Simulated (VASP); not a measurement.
A VASP calculation is set up with these files.

POSCAR:
```
Os
1.0
  1.3396667788  -2.3203705488   0.0000000000
  1.3396667788   2.3203705488   0.0000000000
  0.0000000000   0.0000000000   4.2418329532
Os
2
Direct
  0.3333330000   0.6666670000   0.2500000000
  0.6666670000   0.3333330000   0.7500000000
```

KPOINTS:
```
Automatic mesh
0
Gamma
16 16 9
0 0 0
```

### INCAR
```
NELM = 100   ! most electronic steps
EDIFFG = -0.02
ISMEAR = 1   ! Methfessel-Paxton
PSTRESS = 200   ! kbar
ISIF = 3   ! ions, shape and volume
NSW = 40   ! most ionic steps
SYSTEM = Os
ALGO = Normal   ! blocked Davidson
SIGMA = 0.1
LWAVE = .FALSE.
LASPH = .TRUE.
ENCUT = 500   ! plane-wave cut-off (eV)
EDIFF = 1E-6
PREC = Accurate
LREAL = .FALSE.   ! projection in real space or not
IBRION = 2
LCHARG = .FALSE.
LMAXMIX = 6   ! l cut-off of mixed one-centre charges
```

POTCAR, in this order: Os (LDA.64 set). Program: vasp_std.

### Question
Translate this LDA calculation to Quantum ESPRESSO's pw.x.

### Answer
One equivalent input (not run):
```
&CONTROL
  calculation = 'vc-relax'
  pseudo_dir = './pseudo'
  outdir = './out'
  tprnfor = .true.
  tstress = .true.
  nstep = 40
  forc_conv_thr = 0.00078
/
&SYSTEM
  ibrav = 0
  nat = 2
  ntyp = 1
  ecutwfc = 74
  occupations = 'smearing'
  smearing = 'methfessel-paxton'
  degauss = 0.00735
  input_dft = 'pz'
/
&ELECTRONS
  conv_thr = 7.3e-08
  electron_maxstep = 100
/
&IONS
/
&CELL
  press = 200
/
ATOMIC_SPECIES
  Os 190.230 Os.upf
CELL_PARAMETERS angstrom
     1.3396668   -2.3203705   -0.0000000
     1.3396668    2.3203705   -0.0000000
     0.0000000   -0.0000000    4.2418330
ATOMIC_POSITIONS crystal
  Os   0.3333330  0.6666670  0.2500000
  Os   0.6666670  0.3333330  0.7500000
K_POINTS automatic
  16 16 9 0 0 0
```
Limits of the translation: the potentials are each code's own (VASP's PAW set, PseudoDojo norm-conserving files in pw.x), so ENCUT and ecutwfc are chosen apart and not converted; conv_thr bounds pw.x's estimated SCF error, while EDIFF bounds the energy change between steps; forc_conv_thr acts on force components and is met together with etot_conv_thr.

The compound is Os in the hcp structure. This run relaxes it under an external pressure of 20 GPa. Symmetry was kept, so distortions that lower it aren't found.
